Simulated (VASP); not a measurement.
Data:

```xyz
65
Lattice="10.9371 0.0000 0.0000 0.0000 10.9371 0.0000 0.0000 0.0000 10.9371" Properties=species:S:1:pos:R:3 pbc="T T T"
Si     5.4648    10.9278    10.9298
Si     6.8641     1.3413     1.3405
Si     8.2164     2.7380    10.9292
Si     9.5696     4.1013     1.3712
Si     8.2121    10.9273     2.7383
Si     9.5696     1.3668     4.1014
Si    10.9329    10.9348    10.9339
Si     1.3633     1.3653     1.3646
Si     2.7319     2.7316    10.9327
Si     4.0973     4.0993     1.3589
Si     5.4688     5.4661    10.9351
Si     6.8351     6.8348     1.3666
Si     8.2027     8.2030    10.9368
Si     9.5672     9.5698     1.3668
Si     2.7260    10.9247     2.7290
Si     4.0985     1.3396     4.1014
Si     5.4955     2.6969     2.7118
Si     6.8479     4.1019     4.1107
Si     8.2046     5.4678     2.7342
Si     9.5685     6.8300     4.1015
Si     5.4707    10.9240     5.4719
Si     6.8344     1.3663     6.8357
Si     8.2114     2.7314     5.4731
Si     9.5698     4.1005     6.8393
Si     8.2018    10.9365     8.2027
Si     9.5677     1.3653     9.5688
Si    10.9245     5.4648    10.9296
Si     1.3351     6.8688     1.3370
Si     2.7391     8.2137    10.9250
Si     4.1012     9.5683     1.3675
Si    10.9314     2.7318     2.7341
Si     1.3527     4.0994     4.1043
Si     2.6941     5.5031     2.7029
Si     4.1009     6.8513     4.1054
Si     5.4708     8.2078     2.7327
Si     6.8376     9.5674     4.1013
Si    10.9272    10.9292     5.4657
Si     1.3411     1.3416     6.8642
Si     2.7136     2.7019     5.4994
Si     4.1055     4.1043     6.8600
Si     5.5049     5.5082     5.5138
Si     6.8707     6.8731     6.8718
Si     8.2195     8.2149     5.4647
Si     9.5718     9.5724     6.8380
Si     2.7375    10.9272     8.2146
Si     4.1007     1.3662     9.5725
Si     5.4727     2.7311     8.2158
Si     6.8372     4.1001     9.5760
Si     8.2138     5.4645     8.2175
Si     9.5707     6.8370     9.5713
Si    10.9214     8.2121     2.7394
Si     1.3624     9.5677     4.1017
Si    10.9294     5.4683     5.4730
Si     1.3652     6.8363     6.8369
Si     2.7304     8.2109     5.4728
Si     4.1009     9.5675     6.8407
Si    10.9266     2.7378     8.2160
Si     1.3653     4.1010     9.5747
Si     2.7281     5.4710     8.2139
Si     4.1010     6.8317     9.5730
Si     5.4646     8.2142     8.2210
Si     6.8373     9.5720     9.5731
Si    10.9360     8.2043     8.2036
Si     1.3661     9.5695     9.5694
Cu     4.1109     4.1292     4.1040
```

Method: HSE06 screened hybrid, VASP's PBE PAW potentials (set 64) (plane waves; VASP). Numerical set-up: PREC = Normal, LREAL = Auto, ISYM = 0, EDIFF = 1E-5, 400 eV cut-off, 1×1×1 Γ-centred mesh, Gaussian smearing of 0.050 eV, potentials Si Cu. Starting moments (MAGMOM): 65*0.0154. The cell's moment is fixed (NUPDOWN = 1).

The supercell is sampled at Γ alone, which is coarse: total energies, pressure and levels can be off, energies of defects by several tenths of an eV.

Q: Estimate the cell moment, energy per atom (σ→0).

A: 
```yaml
cell_moment: 1.00 μB
energy per atom (σ→0): -6.140 eV/atom
```

Q: Give the moment on each site (PAW-sphere projection).

A: 
```
site  moment (μB)
----  -----------
Si1          0.00
Si2          0.02
Si3          0.00
Si4          0.00
Si5          0.00
Si6          0.00
Si7          0.00
Si8          0.00
Si9          0.00
Si10         0.00
Si11         0.00
Si12         0.00
Si13         0.00
Si14         0.00
Si15         0.00
Si16         0.00
Si17         0.00
Si18         0.00
Si19         0.00
Si20         0.00
Si21         0.00
Si22         0.00
Si23         0.00
Si24         0.00
Si25         0.00
Si26         0.00
Si27         0.00
Si28         0.02
Si29         0.00
Si30         0.00
Si31         0.00
Si32         0.00
Si33         0.00
Si34         0.00
Si35         0.00
Si36         0.00
Si37         0.00
Si38         0.02
Si39         0.00
Si40         0.00
Si41         0.00
Si42         0.02
Si43         0.00
Si44         0.00
Si45         0.00
Si46         0.00
Si47         0.00
Si48         0.00
Si49         0.00
Si50         0.00
Si51         0.00
Si52         0.00
Si53         0.00
Si54         0.00
Si55         0.00
Si56         0.00
Si57         0.00
Si58         0.00
Si59         0.00
Si60         0.00
Si61         0.00
Si62         0.00
Si63         0.00
Si64         0.00
Cu65         0.10
```

Only differences to runs with the same potentials and settings are physical.

The cell is a supercell with a defect, built from Si (diamond): Cu_i. The cell's shape comes from a PBE relaxation.
